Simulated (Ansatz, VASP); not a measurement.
# Na3AlO3 in VASP and in Ansatz

```
CELL_PARAMETERS angstrom
6.92495 0.00000 0.00000
-3.46248 5.99719 0.00000
0.00000 0.00000 4.94696
ATOMIC_POSITIONS crystal
Na 0.66109 0.74566 0.75000
Na 0.08457 0.33891 0.75000
Na 0.25434 0.91543 0.75000
Na 0.33891 0.25434 0.25000
Na 0.91543 0.66109 0.25000
Na 0.74566 0.08457 0.25000
Al 0.66667 0.33333 0.75000
Al 0.33333 0.66667 0.25000
O 0.40375 0.30159 0.75000
O 0.69841 0.10216 0.75000
O 0.89784 0.59625 0.75000
O 0.10216 0.40375 0.25000
O 0.59625 0.69841 0.25000
O 0.30159 0.89784 0.25000
```

Alike in both runs: functional PBE; k mesh 2 × 2 × 3; occupations gaussian, width 0.15 eV; no spin polarisation.

Ansatz relaxed the structure, and its values are those at the end. VASP's run is a single point on that final structure, the one shown.

```csv
,VASP,Ansatz
version,VASP 6.6.1,Ansatz 0.2.0
potentials or method,"VASP PAW PBE potentials, release 64 (Na_pv, Al, O)","scalar-relativistic, plane waves, PAW"
plane-wave cutoff (eV),520,420
valence electrons in the cell,84,96
```

|  | VASP | Ansatz | Ansatz less VASP |
| --- | --- | --- | --- |
| gap on the k mesh at the Fermi level (eV) | 2.06 | 2.07 | +0.011 |
| least direct gap on the mesh (eV) | 2.06 | 2.07 | +0.011 |
| pressure (GPa) | 0.4 | 0.2 | -0.11 |
| rms of the force components (eV/Å) | 0.022 | 0.014 | -0.0076 |

The two sets of potentials don't hold the same shells in valence.

Caveats: the k mesh is coarse (spacing up to 0.52 Å⁻¹), so the values aren't converged.
